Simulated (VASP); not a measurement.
Energy against volume of Pt (fcc). Level of theory: PBE GGA with D3 dispersion (Becke-Johnson damping), VASP's PBE PAW potentials (set 64) (plane waves; VASP 6.6.1). Run with 520 eV cut-off, 16×16×16 Γ-centred mesh, first-order Methfessel-Paxton smearing of 0.10 eV, potentials Pt.

```json
[
 {"V (Å³/atom)": "14.661", "E (eV/atom)": "-6.84641"},
 {"V (Å³/atom)": "15.114", "E (eV/atom)": "-6.85966"},
 {"V (Å³/atom)": "15.567", "E (eV/atom)": "-6.84910"},
 {"V (Å³/atom)": "16.021", "E (eV/atom)": "-6.81893"}
]
```

Q: Fit these four points and predict the energy of the run at 14.207 Å³/atom.

A: A cubic in V^(−2/3), the third-order Birch-Murnaghan form, passes through the four points with V0 = 15.12 Å³/atom and B0 = 279 GPa, and gives -6.8040 eV/atom there. The run gave -6.8043 eV/atom, -0.2 meV/atom from the fit; all five points give B0 = 278 GPa.

The compound is Pt in the fcc structure. It was relaxed first.
